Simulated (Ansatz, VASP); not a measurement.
## Cross-check of SnSeS between VASP and Ansatz

One calculation is typed for both programs; each brings its own data sets. How far apart do they land? The cell is taken from a series of runs on this material, whose earlier steps may have relaxed, scaled, displaced or heated it; both programs get it as it stands.

Main program and level: Ansatz 0.2.0; plane waves, with VASP 6.6.1 beside it; single point at LDA.

**1. The starting structure**

The cell holds 3 atoms: 1 Sn, 1 S and 1 Se. Its edges and angles: a = 3.800 Å, b = 3.800 Å, c = 20.000 Å, α = 90.0°, β = 90.0°, γ = 120.0°. Vacuum lies along c.

Coordinates:

```xyz
3
Lattice="3.8000 0.0000 0.0000 -1.9000 3.2909 0.0000 0.0000 0.0000 20.0000" Properties=species:S:1:pos:R:3
Sn    0.0000    0.0000   10.0000
S     0.0000    2.1939   11.5000
Se    1.9000    1.0970    8.4000
```

**2. VASP: single point, LDA**

A single point gives forces, pressure and levels at one fixed geometry, so differences don't come from the geometry; what else differs is listed under the comparison.

Lines of VASP's logs that name or quote its potential files are left out, and so is its time.

The input, INCAR:

```
SYSTEM = SnSeS
PREC = Accurate
ENCUT = 400
EDIFF = 1E-06
NELM = 120
ISMEAR = 0
SIGMA = 0.1
LREAL = .FALSE.
ALGO = Normal
GGA = PW92
NBANDS = 19
LORBIT = 11
LWAVE = .FALSE.
LCHARG = .FALSE.
ISIF = 2
LDIPOL = .TRUE.
IDIPOL = 3
DIPOL = 0.5 0.5 0.498
LVHAR = .TRUE.
LASPH = .TRUE.
GGA_COMPAT = .FALSE.
EFERMI = MIDGAP
NELMDL = -8
```

The input, POSCAR:

```
SnSeS
1.0
    3.8000000000      0.0000000000      0.0000000000
   -1.9000000000      3.2909000000      0.0000000000
    0.0000000000      0.0000000000     20.0000000000
Sn S Se
1 1 1
Direct
    0.0000000000      0.0000000000      0.5000000000
    0.3333333333      0.6666666667      0.5750000000
    0.6666666667      0.3333333333      0.4200000000
```

The input, KPOINTS:

```
Automatic mesh
0
Gamma
6 6 1
0 0 0
```

Potentials, in the order of the species: Sn_d, S and Se (LDA family, release 64).

Launch:

```console
mpirun -np 1 vasp_std
```

Numbers of over 12 decimals in the logs are rounded to 6 here.

What it wrote:

```text
[banner, memory and clock lines left out]
running    1 mpi-ranks, on    1 nodes
 distrk:  each k-point on    1 cores,    1 groups
 distr:  one band on    1 cores,    1 groups

 POSCAR found type information on POSCAR SnS Se
 POSCAR found :  3 types and       3 ions
|                                                                             |
|               ----> ADVICE to this user running VASP <----                  |
|                                                                             |
|     You enforced a specific xc type in the INCAR file but a different       |
|     [... a line on the potential file left out ...]
|     I HOPE YOU KNOW WHAT YOU ARE DOING!                                     |
|                                                                             |

 LDA part: xc-table for (Slater(with rela. corr.)+PW92), standard interpolation
 POSCAR, INCAR and KPOINTS ok, starting setup
 FFT: planning ... GRIDC
 FFT: planning ... GRID_SOFT
 FFT: planning ... GRID
 WAVECAR not read
 entering main loop
       N       E                     dE             d eps       ncg     rms          rms(c)
DAV:   1     0.162510187374E+03    0.16251E+03   -0.10321E+04   314   0.928E+02
DAV:   2     0.354645099762E+01   -0.15896E+03   -0.15604E+03   342   0.225E+02
DAV:   3    -0.141107512196E+02   -0.17657E+02   -0.17600E+02   339   0.906E+01
DAV:   4    -0.145638710124E+02   -0.45312E+00   -0.45267E+00   347   0.168E+01
DAV:   5    -0.145750678164E+02   -0.11197E-01   -0.11196E-01   352   0.258E+00
DAV:   6    -0.145757692845E+02   -0.70147E-03   -0.70147E-03   408   0.558E-01
DAV:   7    -0.145757737608E+02   -0.44764E-05   -0.44764E-05   355   0.449E-02
DAV:   8    -0.145757739821E+02   -0.22129E-06   -0.22113E-06   376   0.905E-03    0.617E+00
DAV:   9    -0.141774700160E+02    0.39830E+00   -0.10382E+00   420   0.944E+00    0.431E+00
DAV:  10    -0.141463514443E+02    0.31119E-01   -0.34809E-01   311   0.340E+00    0.110E+00
DAV:  11    -0.141395847242E+02    0.67667E-02   -0.87400E-02   355   0.188E+00    0.338E-01
DAV:  12    -0.141389362746E+02    0.64845E-03   -0.72860E-03   321   0.547E-01    0.200E-01
DAV:  13    -0.141389828570E+02   -0.46582E-04   -0.17427E-03   347   0.219E-01    0.792E-02
DAV:  14    -0.141390260726E+02   -0.43216E-04   -0.19618E-04   349   0.908E-02    0.453E-02
DAV:  15    -0.141390734309E+02   -0.47358E-04   -0.46907E-05   343   0.433E-02    0.900E-03
DAV:  16    -0.141391099750E+02   -0.36544E-04   -0.19850E-05   306   0.221E-02    0.762E-03
DAV:  17    -0.141391475522E+02   -0.37577E-04   -0.63086E-06   286   0.115E-02    0.551E-03
DAV:  18    -0.141391884965E+02   -0.40944E-04   -0.48131E-06   248   0.695E-03    0.703E-03
DAV:  19    -0.141392026799E+02   -0.14183E-04   -0.10785E-06   274   0.342E-03    0.346E-03
DAV:  20    -0.141392122628E+02   -0.95829E-05   -0.79869E-07   227   0.275E-03    0.816E-04
DAV:  21    -0.141392161111E+02   -0.38484E-05   -0.15283E-07   291   0.177E-03    0.124E-03
DAV:  22    -0.141392188428E+02   -0.27317E-05   -0.57420E-08   272   0.956E-04    0.818E-04
DAV:  23    -0.141392203870E+02   -0.15442E-05   -0.75789E-08   288   0.768E-04    0.554E-04
DAV:  24    -0.141392212599E+02   -0.87283E-06   -0.12329E-08   254   0.667E-04
   1 F= -.14139221E+02 E0= -.14139221E+02  d E =-.154762E-10
```

OUTCAR, selected parts (step 2):

```text
ion  position               nearest neighbor table
   1  0.000  0.000  0.500-   2 2.66   2 2.66   2 2.66   3 2.72   3 2.72   3 2.72
   2  0.333  0.667  0.575-   1 2.66   1 2.66   1 2.66
   3  0.667  0.333  0.420-   1 2.72   1 2.72   1 2.72

  LATTYP: Found a hexagonal cell.
 ALAT       =     3.8000000000
 C/A-ratio  =     5.2631578947

 Subroutine GETGRP returns: Found  6 space group operations
 (whereof  6 operations were pure point group operations)

The static configuration has the point symmetry C_3v.

 Found      7 irreducible k-points:

   k-points           NKPTS =      7   k-points in BZ     NKDIM =      7   number of bands    NBANDS=     19

   dimension x,y,z NGX =    28 NGY =   28 NGZ =  140
   dimension x,y,z NGXF=    56 NGYF=   56 NGZF=  280

   ENCUT  =  400.0 eV  29.40 Ry    5.42 a.u.   6.20  6.20 32.61*2*pi/ulx,y,z

   NELECT =      26.0000    total number of electrons

 k-points in reciprocal lattice and weights: Automatic mesh
   0.00000000  0.00000000  0.00000000       0.028
   0.16666667 -0.00000000  0.00000000       0.167
   0.33333333  0.00000000  0.00000000       0.167
   0.50000000  0.00000000  0.00000000       0.083
   0.16666667  0.16666667  0.00000000       0.167
   0.33333333  0.16666667  0.00000000       0.333
   0.33333333  0.33333333  0.00000000       0.056

 dipolmoment           0.000000      0.000000      0.029268 electrons x Angstroem

 average (electrostatic) potential at core
       1-109.6969       2 -94.3816       3 -66.7669

 E-fermi :  -2.9594

 k-point     1 :       0.0000    0.0000    0.0000
  band No.  band energies     occupation
    ...
      9      -4.3974      2.00000
     10      -4.0749      2.00000
     11      -4.0749      2.00000
     12      -3.4095      2.00000
     13      -3.4095      2.00000
     14      -1.8322      0.00000
     15      -0.2594      0.00000
     16       1.3349      0.00000
     17       1.3349      0.00000
     18       2.5271      0.00000
    ...

 k-point     2 :       0.1667   -0.0000    0.0000
  band No.  band energies     occupation
    ...
      9      -5.5499      2.00000
     10      -4.6131      2.00000
     11      -4.5854      2.00000
     12      -4.2581      2.00000
     13      -3.4271      2.00000
     14      -1.1917      0.00000
     15       0.5325      0.00000
     16       1.5851      0.00000
     17       1.8640      0.00000
     18       2.8760      0.00000
    ...

 k-point     3 :       0.3333    0.0000    0.0000
  band No.  band energies     occupation
    ...
      9      -7.0824      2.00000
     10      -5.5262      2.00000
     11      -5.3382      2.00000
     12      -4.0575      2.00000
     13      -3.6279      2.00000
     14      -2.0067      0.00000
     15       0.8354      0.00000
     16       2.2046      0.00000
     17       2.4257      0.00000
     18       3.0959      0.00000
    ...

  Total       -2.4359601     -2.4359652     -1.8606873     -0.0000000     -0.0000000      0.0000000
  in kB      -15.6045940    -15.6046268    -11.9194356     -0.0000000     -0.0000000      0.0000000
  external PRESSURE =     -14.3762188 kB  Pullay stress =       0.0000000 kB

  energy-cutoff  :      400.00
  volume of cell :      250.11
      direct lattice vectors                 reciprocal lattice vectors
     3.800000000  0.000000000  0.000000000     0.263157895  0.151934121  0.000000000
    -1.900000000  3.290900000  0.000000000     0.000000000  0.303868243  0.000000000
     0.000000000  0.000000000 20.000000000     0.000000000  0.000000000  0.050000000

 POSITION                                       TOTAL-FORCE (eV/Angst)
 -----------------------------------------------------------------------------------
      0.00000      0.00000     10.00000         0.000000      0.000000      0.387275
     -0.00000      2.19393     11.50000        -0.000000     -0.000000     -0.791324
      1.90000      1.09697      8.40000        -0.000000      0.000000      0.404049
 -----------------------------------------------------------------------------------
    total drift:                                0.000000     -0.000007     -0.000236

  FREE ENERGIE OF THE ION-ELECTRON SYSTEM (eV)
  ---------------------------------------------------
  free  energy   TOTEN  =       -14.1392212599 eV

  energy  without entropy=      -14.1392212598  energy(sigma->0) =      -14.13922126

 vacuum level on the upper side and lower side of the slab         3.339         2.916

 total charge
# of ion       s       p       d       tot
------------------------------------------
    1        1.063   1.001  10.095  12.160
    2        1.367   2.276   0.000   3.643
    3        1.488   2.305   0.025   3.818
--------------------------------------------------
tot          3.918   5.582  10.121  19.621

[... 3 further parts left out ...]
```

The run ends at a pressure of -1.44 GPa, with forces up to 0.79 eV/Å.

**3. Ansatz: single point, LDA**

Ansatz runs on its default PAW (the set named soft_2) files.

The same cell, functional (in two slightly different forms), mesh and smearing now go to Ansatz, which takes its cutoff from its data sets.

The input, input.yaml:

```yaml
crystal:
  lattice:
    - [3.8, 0.0, 0.0]
    - [-1.9, 3.2909, 0.0]
    - [0.0, 0.0, 20.0]
  atoms:
    - { symbol: Sn, position: [0.0, 0.0, 0.5] }
    - { symbol: S, position: [0.333333, 0.666667, 0.575] }
    - { symbol: Se, position: [0.666667, 0.333333, 0.42] }
  periodic: [true, true, false]
kpoints:
  mp_grid: { grid: [6, 6, 1] }
hamiltonian:
  xc: lda
scf:
  occupations: { method: gaussian, width: 0.1 }
output:
  forces: true
  stress: true
  eigenvalues: true
```

Launch:

```console
ansatz run input.yaml --threads 8 --pin off --max-ram 14336MiB --backend cpu --events-out ev --progress --plain --runs-dir out
```

What it wrote:

```text
Warning: crystal.periodic: the lattice vector that does not repeat stood 0.000° off the slab's normal, 20.000 Å along it as the deck builds it. The run solves the slab on a vector along the normal, 30.000 Å long, with every atom where it was (on the deck's vector they left 16.90 Å outside them, and the widest stretch free of ions among them is 1.60 Å). A fractional position that the run reports is one of the run's ce [...]
Warning: the atoms were moved onto the symmetric positions of the space group found under crystal.symmetry.tolerance 1.0e-5 (fractional; no operation is sought that the atoms, as they stand in a round, miss by more than twice it, and no atom is moved by as much as it), and the run uses the moved positions. Before a round's move an operation carried an atom to 3.80e-6 Å from where it should land, the largest such dist [...]
crystal.periodic: the lattice vector that does not repeat stood 0.000° off the slab's normal, 20.000 Å along it as the deck builds it. The run solves the slab on a vector along the normal, 30.000 Å long, with every atom where it was (on the deck's vector they left 16.90 Å outside them, and the widest stretch free of ions among them is 1.60 Å). A fractional position that the run reports is one of the run's cell, which [...]
Engine: ansatz 0.2.0, x86_64-unknown-linux-gnu
Pseudopotentials: kind: paw
Pseudopotential: Sn, paw, valence charge 14, recommended cutoff 420 eV (normal), Sn.paw.azcp
Pseudopotential: S, paw, valence charge 6, recommended cutoff 420 eV (normal), S.paw.azcp
Pseudopotential: Se, paw, valence charge 16, recommended cutoff 420 eV (normal), Se.paw.azcp
Functional definition: SPW92
  exchange = slater_x
  correlation = pw_c
Crystal: 3 atoms, lattice volume = 375.163 Å³
Basis set: ecut = 420 eV, 7313 PW (Γ)
Bands: 22, of which v1, the nominal top of the filled ones, is band 18 counted from 1 (17 counted from 0)
Symmetry: 6 space group operations
Space group: P3m1 (ITA 156), of the structure as read, at distance tolerance 7.2e-5 Å
k-points: 7 of 36 (time reversal used)
Non-local potential: Sn, projectors of the file, l = 0: 2, l = 1: 2, l = 2: 2, l = 3: 2
Non-local potential: S, projectors of the file, l = 0: 2, l = 1: 2, l = 2: 2
Non-local potential: Se, projectors of the file, l = 0: 2, l = 1: 2, l = 2: 3, l = 3: 1
PAW form: soft (Blöchl's): semilocal exchange-correlation on the pseudo side does not see the compensation charge
PAW frozen core: Sn, regenerated for the run's functional, and the local potential with it (the file was generated under x = pbe(κ = 0.804, μ = 0.219515), c = pbe(β = 0.066725))
PAW frozen core: S, regenerated for the run's functional, and the local potential with it (the file was generated under x = pbe(κ = 0.804, μ = 0.219515), c = pbe(β = 0.066725))
PAW frozen core: Se, regenerated for the run's functional, and the local potential with it (the file was generated under x = pbe(κ = 0.804, μ = 0.219515), c = pbe(β = 0.066725))
PAW one-centre angular grid: Sn, 590 points (default); XC on 64 Gauss nodes
PAW one-centre angular grid: S, 110 points (default); XC on 64 Gauss nodes
PAW one-centre angular grid: Se, 590 points (default); XC on 64 Gauss nodes
Initial density: superposition of atomic densities (neutral atoms: chi_scale 0, normalization atom), corrected by the library's trained network
Initial wavefunctions: pseudopotential atomic-orbital guess
Functional: x = slater, c = lda
SCF iter   1: F=—  HF=-12133.146994 eV  |F-HF|=—  |Δ(HF+E_count)|=         —  Δρ=3.43e-3  dr2=1.31e-1  ethr=1.77e-3  ⟨swp⟩=14.3  Hψ=1205  notcnv=0
preconditioner: auto → none  [insulator: Δε(μ)=0.912 eV  Ē_g=9.188 eV  σ=0.100 eV  W_gap=1.00  n_scr=16 (ndim 8)  ℏωp=7.7 eV  f_vac=0.774  D(μ)=0.00/eV (n_scr^D=0)  ε∞_Penn≈1.7]
SCF iter   2: F=—  HF=-12133.283465 eV  |F-HF|=—  |Δ(HF+E_count)|=   1.36e-1  Δρ=6.03e-3  dr2=1.55e0  ethr=3.64e-4  ⟨swp⟩=5.1  Hψ=403  notcnv=0  recentre
SCF iter   3: F=—  HF=-12133.131940 eV  |F-HF|=—  |Δ(HF+E_count)|=   1.52e-1  Δρ=2.09e-3  dr2=3.36e-2  ethr=3.64e-4  ⟨swp⟩=4.7  Hψ=353  notcnv=0
SCF iter   4: F=—  HF=-12133.126858 eV  |F-HF|=—  |Δ(HF+E_count)|=   5.08e-3  Δρ=5.97e-4  dr2=8.10e-4  ethr=9.33e-5  ⟨swp⟩=2.0  Hψ=224  notcnv=0
SCF iter   5: F=—  HF=-12133.126989 eV  |F-HF|=—  |Δ(HF+E_count)|=   1.30e-4  Δρ=1.89e-4  dr2=8.70e-5  ethr=2.25e-6  ⟨swp⟩=2.6  Hψ=279  notcnv=0
SCF iter   6: F=—  HF=-12133.127106 eV  |F-HF|=—  |Δ(HF+E_count)|=   1.17e-4  Δρ=5.15e-5  dr2=9.00e-6  ethr=2.42e-7  ⟨swp⟩=3.0  Hψ=268  notcnv=0
SCF iter   7: F=—  HF=-12133.127114 eV  |F-HF|=—  |Δ(HF+E_count)|=   7.62e-6  Δρ=1.21e-5  dr2=7.05e-7  ethr=2.50e-8  ⟨swp⟩=3.0  Hψ=272  notcnv=0
SCF iter   8: F=—  HF=-12133.127114 eV  |F-HF|=—  |Δ(HF+E_count)|=   8.02e-7  Δρ=4.50e-6  dr2=1.26e-7  ethr=2.78e-10  ⟨swp⟩=12.9  Hψ=932  notcnv=0
SCF iter   9: F=-12133.127114 eV  HF=-12133.127114 eV  |F-HF|=2.69e-9  |Δ(HF+E_count)|=   1.51e-9  Δρ=1.81e-6  dr2=8.53e-9  ethr=2.78e-10  ⟨swp⟩=5.6  Hψ=547  notcnv=0
SCF 1 converged in 9 iterations: F = -12133.127114 eV  dr2 = 8.53e-9
  greatest PAW one-centre occupation: 1.000 electrons in one spin orbital (limit 2), on the Se atom at site 2 (counted from 0), in its partial waves of l = 2
SCF converged after 9 iterations
Free energy (F): -12133.127114 eV
Harris-Foulkes:  -12133.127114 eV  (|F-HF|=2.69e-9)
Internal energy: -12133.127114 eV  (E = F + TS)
E sigma→0 (E₀):  -12133.127114 eV
Fermi energy:    -6.095793 eV
--- Per-component energies (eV) ---
  E_band       = -988.801805
  E_kinetic    = 411.971352
  E_local      = -60499.161323  (includes V_loc(G=0)·N_el)
  E_nonlocal   = -586.160573
  E_hartree    = 30060.259408
  E_xc         = -575.767925
  E_vxc        = -281.301559  (∫ρ·V_xc dr)
  E_paw        = -6395.396142  (= ΣΔE_a)
  E_vpaw       = -154.670229  (= ΣTr[D̂ρ^β])
  E_aug_tail   = -0.000623  (compensation charges beyond the density's cutoff)
  E_ewald      = 25448.333254
  E_core_change = 2.795458  (= ΣΔE_core)
  E_smearing   = -0.000000  (= −TS)
  E_closure    = 0.000000  (closes the sum)
  Σ components = -12133.127114   (vs F -12133.127114, Δ=0.00e0)
--- Forces (eV/Å), atoms counted from 1 ---
  atom   1  Sn     0.00000000    -0.00000000     0.36729052
  atom   2  S     -0.00000000     0.00000000    -0.78796949
  atom   3  Se     0.00000000    -0.00000000     0.41978600
  max |Σ_I F_I| component: 8.93e-4 eV/Å
--- 2D stress c σ (N/m, compression-positive) ---
       -3.120611       0.000000       0.000000
        0.000000      -3.120611       0.000000
        0.000000       0.000000       0.000000
  P = ½ c Tr σ = -3.1206 N/m
--- Band table (eV; the first three rows and the last of 7) ---
  k-point 0: bands = [... 14 lower, -7.2020, -7.2020, -6.5388, -6.5388, -4.9857, -3.3958, -1.7990, -1.7990]
  k-point 1: bands = [... 14 lower, -7.7400, -7.7140, -7.3848, -6.5559, -4.3403, -2.6042, -1.5517, -1.2718]
  k-point 2: bands = [... 14 lower, -8.6529, -8.4646, -7.1845, -6.7565, -5.1513, -2.3016, -0.9272, -0.7115]
  k-point 6: bands = [... 14 lower, -10.0267, -9.6831, -7.3488, -7.2543, -4.6207, -1.2070, -1.0337, 0.0965]
```

Reading the cycles: dr2 is the Hartree energy of the density residual (eV), the measure of convergence; HF is the Harris–Foulkes estimate of the energy, which meets the free energy F at convergence.

**4. Comparison**

Known differences besides the potentials themselves: Ansatz cuts the interaction across the vacuum, VASP repeats the sheet with a dipole correction; the data sets hold 36 valence electrons in Ansatz (on its default PAW (the set named soft_2) files) and 26 in VASP; the cutoff is 420 eV in Ansatz and 400 eV in VASP; VASP's log shows a relativistic correction to its local exchange, Ansatz's none. Total energies have different zeros and are not compared.

The two programs side by side:

```tsv
quantity	Ansatz	VASP	difference
gap on the k mesh (eV)	0.885	0.900	-0.015
```

Forces (eV/Å; atoms numbered as in POSCAR):

```tsv
atom	Ansatz x, y, z	VASP x, y, z
Sn1	0.000, 0.000, 0.367	0.000, 0.000, 0.387
S2	0.000, 0.000, -0.788	0.000, 0.000, -0.791
Se3	0.000, 0.000, 0.420	0.000, 0.000, 0.404
```

The forces differ by 8.6 meV/Å r.m.s., which is 2.6 % of the r.m.s. force of 0.323 eV/Å (both taken over all components). A gap on the mesh is an upper bound, since the band edges may lie between its points. With vacuum in the cell, a pressure given here is an average over mostly empty space and none of the material.

**5. Outcome**

| Item | Value |
| --- | --- |
| r.m.s. force difference (single point, LDA) | 2.6 % of the r.m.s. force |

What this shows: The r.m.s. force difference is 2.6 % of the r.m.s. force (single point, LDA), within the 3 % picked in this series as the mark of a large difference. The data sets hold unlike numbers of valence electrons (36 in Ansatz and 26 in VASP), so part of the differences comes from the potentials. Such differences can come from data sets, numerical settings and the points named under the comparisons, not from the functional's error against experiment.

[Lines on the potential files, build, host, timing and source positions are cut from VASP's logs without a mark.]

[Logs are printed without paths, hosts, clocks, repeated set-up lines and the standing remarks that a program may print on its own settings, such as how far it seeks lower states.]

[Hosts, paths, dates, database ids (printed as entryN), source tags and the programs' standing remarks are cut or masked in the printed files.]
